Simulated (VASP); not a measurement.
```xyz
5
Lattice="3.8868 0.0000 0.0000 0.0000 3.8868 0.0000 0.0000 0.0000 3.8868" Properties=species:S:1:pos:R:3 pbc="T T T"
Sr     0.0000     0.0000     0.0000
V      1.9434     1.9434     1.9434
O      1.9434     0.0000     1.9434
O      0.0000     1.9434     1.9434
O      1.9434     1.9434     0.0000
```

Level of theory: optB88-vdW, VASP's PBE PAW potentials (set 64) (plane waves; VASP). Settings: 520 eV cut-off, 8×8×8 Γ-centred mesh, first-order Methfessel-Paxton smearing of 0.10 eV, potentials Sr_sv V_sv O.

Task: Give the stress tensor in GPa (positive for a compressed cell).

Result: 
```
-5.17   0.00   0.00
 0.00  -5.17   0.00
 0.00   0.00  -5.17
```
The pressure is its mean diagonal, -5.17 GPa.

The compound is SrVO3 in the cubic perovskite structure. This cell is one point of a volume scan, at 1.03 of the reference volume. The run is not spin-polarised, so no magnetic state was tried. The electron count is odd and the run is not spin-polarised, which forces a metal.
